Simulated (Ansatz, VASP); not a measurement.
# Cross-check of GaHNF (F-GaN-H chair, 1 layer) between VASP and Ansatz

Wanted: the spread between two codes on one cell, functional and k mesh. The structure shown is the start of the Ansatz relaxation below; VASP solves that cell, so the two are compared at the walk's first step.

Method: plane waves, with VASP 6.6.1 beside it; single point at PBE, in Ansatz 0.2.0.

### 1. The structure

The cell holds 4 atoms: 1 H, 1 N, 1 Ga and 1 F. Cell: a = 3.184 Å, b = 3.185 Å, c = 20.453 Å, α = 90.0°, β = 90.0°, γ = 120.0°. Vacuum lies along c.

### 2. Ansatz: relaxation, PBE

Ansatz runs on its default PAW (the set named soft_2) files.

The two programs are compared at the cell with which this relaxation starts, whose forces are those of its first step.

File input.yaml:

```yaml
crystal:
  lattice:
    - [3.1845, 0.0, 0.0]
    - [-1.59225, 2.7578578984, 0.0]
    - [0.0, 0.0, 20.4533333333]
  atoms:
    - { symbol: H, position: [0.6666666667, 0.3333333333, 0.4155801825] }
    - { symbol: "N", position: [0.6666666667, 0.3333333333, 0.4654498044] }
    - { symbol: Ga, position: [0.3333333333, 0.6666666667, 0.4969035202] }
    - { symbol: F, position: [0.3333333333, 0.6666666667, 0.5844198175] }
kpoints:
  mp_grid: { grid: [12, 12, 1] }
hamiltonian:
  xc: pbe
scf:
  occupations: { method: fermi_dirac, width: 0.05 }
  convergence: { dr2_threshold: 1.0e-08 }
efield:
  axis: 3
  dipole_correction: true
  ramp_position: 0.97
  ramp_width: 0.04
relax:
  f_tol: 0.01
  cell: { fix: [c, alpha, beta] }
output:
  write_potential: true
  write_density: true
  volumetric_format: npy
```

Run with:

```bash
ansatz run input.yaml --threads 4 --pin off --max-ram 8192MiB --backend cpu --events-out ev --progress --plain --runs-dir out
```

Numbers of over 12 decimals in the logs are rounded to 6 here.

What it wrote:

```text
Warning: relax.cell: scf.convergence.dr2_threshold = 1e-8 eV is looser than the 4e-10 eV advised for a relaxation that steers and ends on the stress (1e-10 eV for each atom of the cell: 4). What an SCF threshold leaves in a stress goes as its square root, and in the free energy as the threshold itself, and one threshold admits the most on a small cell: [figures from the program's tests cut] Set scf.convergence.dr2_threshold to 4e-10 eV or tighter. The threshold is an SCF's pass mark: one that does not reach it within its budget of iterations ends unconverged, or closes short of it on a stop that the run arms, and scf.convergence.dr2_threshold's page says what that costs each kind of run
Engine: ansatz 0.2.0, aarch64-unknown-linux-gnu
Pseudopotentials: kind: paw
Pseudopotential: H, paw, valence charge 1, recommended cutoff 420 eV (normal), H.paw.azcp
Pseudopotential: N, paw, valence charge 5, recommended cutoff 420 eV (normal), N.paw.azcp
Pseudopotential: Ga, paw, valence charge 13, recommended cutoff 420 eV (normal), Ga.paw.azcp
Pseudopotential: F, paw, valence charge 7, recommended cutoff 420 eV (normal), F.paw.azcp
Functional definition: PBE
  parameter kappa = 0.804
  parameter beta = 0.066725
  exchange = pbe_x(kappa = kappa, mu = beta*pi^2/3)
  correlation = pbe_c(beta = beta)
Crystal: 4 atoms, lattice volume = 179.629 Å³
Basis set: ecut = 420 eV, 3525 PW (Γ), exchange–correlation on 48×48×288 points (8 copies of the dense FFT grid, shifted against one another)
Bands: 17, of which v1, the nominal top of the filled ones, is band 13 counted from 1 (12 counted from 0)
Symmetry: 6 space group operations
Space group: P3m1 (ITA 156), of the structure as read, at distance tolerance 5.6e-5 Å
k-points: 19 of 144 (time reversal used)
Non-local potential: H, projectors of the file, l = 0: 2, l = 1: 1
Non-local potential: N, projectors of the file, l = 0: 2, l = 1: 2, l = 2: 1
Non-local potential: Ga, projectors of the file, l = 0: 2, l = 1: 2, l = 2: 3, l = 3: 1
Non-local potential: F, projectors of the file, l = 0: 2, l = 1: 2, l = 2: 1
PAW form: soft (Blöchl's): semilocal exchange-correlation on the pseudo side does not see the compensation charge
PAW one-centre angular grid: H, 110 points (default); XC on 64 Gauss nodes
PAW one-centre angular grid: N, 110 points (default); XC on 64 Gauss nodes
PAW one-centre angular grid: Ga, 590 points (default); XC on 64 Gauss nodes
PAW one-centre angular grid: F, 110 points (default); XC on 64 Gauss nodes
Initial density: superposition of atomic densities (neutral atoms: chi_scale 0, normalization atom), corrected by the library's trained network
Initial wavefunctions: pseudopotential atomic-orbital guess
Functional: x = pbe(κ = 0.804, μ = 0.219515), c = pbe(β = 0.066725)
SCF iter   1: F=—  HF=-4992.316521 eV  |F-HF|=—  |Δ(HF+E_count)|=         —  Δρ=1.57e-3  dr2=6.67e-3  ethr=1.77e-3  p=-0.358 e·Å  D=-3.60e-1 V/Å  ΔV_dip=7.37 eV  dr2_dipole=1.69e-3  V_vac-E_F(+/−)=9.92/2.54 eV  ⟨swp⟩=7.1  Hψ=1990  notcnv=0
efield: sawtooth ramp at fractional position 0.9700 (set: `efield.ramp_position`, or a place that a band, a saddle search or an elastic batch's reference lends), width 0.0400; the density the first Hamiltonian is built on has a dipole p = -0.358 e·Å; the dipole correction subtracts the counter field D = -3.60e-1 V/Å, which shifts the + side's vacuum level by +7.37 eV against the − side's; the planar-averaged density in the ramp window peaks in size at 1.4e-5 e/Å³
preconditioner: auto → none  [insulator: Δε(μ)=1.817 eV  Ē_g=15.058 eV  σ=0.050 eV  W_gap=1.00  n_scr=12 (ndim 8)  ℏωp=14.1 eV  f_vac=0.731  D(μ)=0.00/eV (n_scr^D=0)  ε∞_Penn≈1.9]
SCF iter   2: F=—  HF=-4992.319262 eV  |F-HF|=—  |Δ(HF+E_count)|=   2.74e-3  Δρ=1.28e-3  dr2=4.41e-3  ethr=2.56e-5  p=-0.387 e·Å  D=-3.90e-1 V/Å  ΔV_dip=7.97 eV  dr2_dipole=1.21e-4  V_vac-E_F(+/−)=10.11/2.15 eV  ⟨swp⟩=2.3  Hψ=745  notcnv=0
SCF iter   3: F=—  HF=-4992.319802 eV  |F-HF|=—  |Δ(HF+E_count)|=   5.40e-4  Δρ=1.19e-3  dr2=3.35e-3  ethr=1.70e-5  p=-0.380 e·Å  D=-3.82e-1 V/Å  ΔV_dip=7.82 eV  dr2_dipole=7.18e-4  V_vac-E_F(+/−)=10.03/2.21 eV  ⟨swp⟩=3.0  Hψ=703  notcnv=0
SCF iter   4: F=—  HF=-4992.319126 eV  |F-HF|=—  |Δ(HF+E_count)|=   6.76e-4  Δρ=2.40e-4  dr2=9.01e-5  ethr=1.29e-5  p=-0.392 e·Å  D=-3.94e-1 V/Å  ΔV_dip=8.07 eV  dr2_dipole=7.59e-7  V_vac-E_F(+/−)=10.12/2.05 eV  ⟨swp⟩=2.0  Hψ=463  notcnv=0
SCF iter   5: F=—  HF=-4992.319175 eV  |F-HF|=—  |Δ(HF+E_count)|=   4.84e-5  Δρ=6.93e-5  dr2=8.09e-6  ethr=3.47e-7  p=-0.393 e·Å  D=-3.96e-1 V/Å  ΔV_dip=8.09 eV  dr2_dipole=1.64e-7  V_vac-E_F(+/−)=10.12/2.03 eV  ⟨swp⟩=2.4  Hψ=711  notcnv=0
[...]
SCF iter   6: F=-4992.417710 eV  HF=-4992.417710 eV  |F-HF|=6.68e-9  |Δ(HF+E_count)|=   7.11e-8  Δρ=3.03e-6  dr2=8.31e-9  ethr=3.85e-11  p=-0.369 e·Å  D=-3.54e-1 V/Å  ΔV_dip=7.24 eV  dr2_dipole=1.23e-10  V_vac-E_F(+/−)=9.77/2.53 eV  ⟨swp⟩=8.1  Hψ=2507  notcnv=0
SCF 6 converged in 6 iterations: F = -4992.417710 eV  dr2 = 8.31e-9
relax step   6: F+E_penalty+E_count = -4992.41771040 eV  Δ(F+E_penalty+E_count) = +4.522e-4 eV  max|allowed force component| = 7.236e-3 eV/Å  Δτ_max = 0.0016 Å  P = +0.010 GPa  Ω = 188.711 Å³  energy of the carried Pulay correction = -8.223e-4 eV  fix = [c, alpha, beta]  reactions: c +0.005 GPa  (6 SCF iters, accepted)
iter 1 solved again at ethr=1.79e-7 eV; its pass at ethr=3.10e-3 eV (dr2=4.67e-5 eV) is discarded
SCF iter   1: F=—  HF=-4992.417046 eV  |F-HF|=—  |Δ(HF+E_count)|=         —  Δρ=8.84e-5  dr2=4.26e-7  ethr=1.79e-7  p=-0.369 e·Å  D=-3.54e-1 V/Å  ΔV_dip=7.24 eV  dr2_dipole=1.53e-9  V_vac-E_F(+/−)=9.77/2.53 eV  ⟨swp⟩=4.1  Hψ=3006  notcnv=0
efield: sawtooth ramp at fractional position 0.9700 (set: `efield.ramp_position`, or a place that a band, a saddle search or an elastic batch's reference lends), width 0.0400; the density the first Hamiltonian is built on has a dipole p = -0.369 e·Å; the dipole correction subtracts the counter field D = -3.54e-1 V/Å, which shifts the + side's vacuum level by +7.24 eV against the − side's; the planar-averaged density in the ramp window peaks in size at 7.2e-6 e/Å³
preconditioner: auto → none  [insulator: Δε(μ)=2.323 eV  Ē_g=14.883 eV  σ=0.050 eV  W_gap=1.00  n_scr=12 (ndim 8)  ℏωp=13.8 eV  f_vac=0.735  D(μ)=0.00/eV (n_scr^D=0)  ε∞_Penn≈1.9]
SCF iter   2: F=—  HF=-4992.418026 eV  |F-HF|=—  |Δ(HF+E_count)|=   9.80e-4  Δρ=4.40e-5  dr2=1.23e-7  ethr=1.64e-9  p=-0.369 e·Å  D=-3.54e-1 V/Å  ΔV_dip=7.24 eV  dr2_dipole=3.16e-10  V_vac-E_F(+/−)=9.77/2.53 eV  ⟨swp⟩=2.9  Hψ=658  notcnv=0
SCF iter   3: F=—  HF=-4992.418529 eV  |F-HF|=—  |Δ(HF+E_count)|=   5.04e-4  Δρ=1.13e-5  dr2=7.12e-8  ethr=4.73e-10  p=-0.369 e·Å  D=-3.54e-1 V/Å  ΔV_dip=7.24 eV  dr2_dipole=4.44e-12  V_vac-E_F(+/−)=9.77/2.53 eV  ⟨swp⟩=3.0  Hψ=674  notcnv=0
iter 4 met the thresholds in force, and the SCF goes on: an eigenvalue changes by 13.41 meV, over its tolerance of 3.16 meV (output.eigenvalues, Limitations)
SCF iter   4: F=-4992.418591 eV  HF=-4992.418588 eV  |F-HF|=2.37e-6  |Δ(HF+E_count)|=   5.90e-5  Δρ=1.81e-6  dr2=5.55e-9  ethr=3.85e-11  p=-0.369 e·Å  D=-3.54e-1 V/Å  ΔV_dip=7.24 eV  dr2_dipole=6.68e-10  V_vac-E_F(+/−)=9.77/2.53 eV  ⟨swp⟩=10.9  Hψ=2879  notcnv=0
SCF iter   5: F=-4992.418591 eV  HF=-4992.418590 eV  |F-HF|=8.90e-7  |Δ(HF+E_count)|=   1.48e-6  Δρ=5.95e-7  dr2=5.50e-10  ethr=2.14e-11  p=-0.369 e·Å  D=-3.54e-1 V/Å  ΔV_dip=7.24 eV  dr2_dipole=4.65e-11  V_vac-E_F(+/−)=9.77/2.53 eV  ⟨swp⟩=8.3  Hψ=2389  notcnv=0
SCF 7 converged in 5 iterations: F = -4992.418591 eV  dr2 = 5.50e-10
relax step   7: F+E_penalty+E_count = -4992.41859076 eV  Δ(F+E_penalty+E_count) = -8.804e-4 eV  max|allowed force component| = 7.124e-3 eV/Å  Δτ_max = 0.0000 Å  P = +0.013 GPa  Ω = 188.711 Å³  fix = [c, alpha, beta]  reactions: c +0.004 GPa  stress off target by 1.78e-2 GPa on what of the cell is left free  SCF on the basis re-selected at this cell (its energy is not comparable with the rows above)  (5 SCF iters)
basis re-selected at this cell: Δ(F+E_penalty+E_count) = -8.804e-4 eV, ΔP = +0.003 GPa vs the last step (what re-selecting the basis moved, of the pressure what is left beyond the Pulay correction that the steps carried, after the strain that the cell walked since its last selection, with what the two solves' SCF thresholds leave and, on support functions, any second-order correction that the steps lacked; it is no m [...]
WARN: The output density's exchange-correlation potential varies sharply where the density is thin. Do not read a vacuum level from v_tot or v_xc, or from such a field of the output density. On a cell that repeats whose density bears no net charge and no dipole along the vacuum's axis use v_es (v_loc + v_h of the components); under efield.dipole_correction with no amplitude use v_es + v_field, which holds any externa [...]
SCF converged after 5 iterations
an eigenvalue changed by more than its tolerance at an iteration that met the thresholds in force, so the SCF went on 1 time: the last check found none over its tolerance
Free energy (F): -4992.418591 eV
Harris-Foulkes:  -4992.418590 eV  (|F-HF|=8.90e-7)
Internal energy: -4992.418591 eV  (E = F + TS)
E sigma→0 (E₀):  -4992.418591 eV
Fermi energy:    -3.542891 eV
Dipole field:    D = -0.353822 V/Å  (p = -0.368995 e·Å, saw-weighted, corrected)
Work function:   Φ+ = 9.7658 eV   Φ− = 2.5290 eV
Levels:          The Fermi level and band energies are counted from a zero that moves with the ramp; work functions are not
--- Per-component energies (eV) ---
  E_band       = -347.757185
  E_kinetic    = 464.939139
  E_local      = -18226.570849  (includes V_loc(G=0)·N_el)
  E_nonlocal   = 550.712725
  E_hartree    = 8805.606050
  E_xc         = -215.678237
  E_vxc        = -245.415196  (∫ρ·V_xc dr)
  E_paw        = -2322.945862  (= ΣΔE_a)
  E_vpaw       = -506.830734  (= ΣTr[D̂ρ^β])
  E_aug_tail   = 0.000767  (compensation charges beyond the density's cutoff)
  E_efield     = 0.065279  (sawtooth field / dipole correction)
  E_vefield    = 4.193928  (∫n·V_field dr)
  E_ewald      = 5951.452398
  E_smearing   = -0.000000  (= −TS)
  E_closure    = 0.000000  (closes the sum)
  Σ components = -4992.418591   (vs F -4992.418591, Δ=0.00e0)
--- Forces (eV/Å), atoms counted from 1 ---
  atom   1  H      0.00000000    -0.00000000    -0.00712922
  atom   2  N      0.00000000     0.00000000     0.00509084
  atom   3  Ga     0.00000000    -0.00000000     0.00386208
  atom   4  F      0.00000000    -0.00000000    -0.00184411
  max |Σ_I F_I| component: 2.04e-5 eV/Å
--- Stress (GPa, compression-positive) ---
        0.017784       0.000000       0.000000
        0.000000       0.017784      -0.000000
        0.000000      -0.000000       0.004046
  P = ⅓ Tr σ = 0.0132 GPa (0.132 kbar)
--- Band table (eV; the first three rows and the last of 19) ---
  k-point 0: bands = [... 9 lower, -5.4358, -5.4358, -4.7730, -4.7730, -2.4432, -0.8984, -0.0142, 1.5851]
  k-point 1: bands = [... 9 lower, -5.7593, -5.5210, -4.9311, -4.7872, -2.1612, -0.6867, 0.1488, 1.7058]
  k-point 2: bands = [... 9 lower, -6.2891, -5.7466, -5.1654, -4.8244, -1.6182, -0.1553, 0.6095, 2.0390]
  k-point 18: bands = [... 9 lower, -8.4036, -6.4882, -5.4964, -5.4353, 2.8694, 3.1443, 3.1713, 3.1818]
--- Relaxed structure (5 steps of the walk, 5 accepted, 2 SCFs on fresh bases) ---
  F+E_penalty+E_count = -4992.41859076 eV   max|allowed force component| = 7.124e-3 eV/Å   (the final SCF, on the basis selected at the relaxed cell)
  cell:  # Å, volume = 188.7112 Å³
    - [3.264010, 2.942463233439258e-18, 0]
    - [-1.632005, 2.826716, 0]
    - [0, 0, 20.4533333333]
  atoms:
    - { symbol: H, position: [0.666667, 0.333333, 0.415489] }
    - { symbol: N, position: [0.666667, 0.333333, 0.465659] }
    - { symbol: Ga, position: [0.333333, 0.666667, 0.498210] }
    - { symbol: F, position: [0.333333, 0.666667, 0.582995] }
```

Reading the cycles: dr2 is the Hartree energy of the density residual (eV), the measure of convergence; HF is the Harris–Foulkes estimate of the energy, which meets the free energy F at convergence.

(Part 1 of 2 ends here.)

[Lines on the potential files, build, host, timing and source positions are cut from VASP's logs without a mark.]

[Logs are printed without paths, hosts, clocks, repeated set-up lines and the standing remarks that a program may print on its own settings, such as how far it seeks lower states.]

[Hosts, paths, dates, database ids (printed as entryN), source tags and the programs' standing remarks are cut or masked in the printed files.]
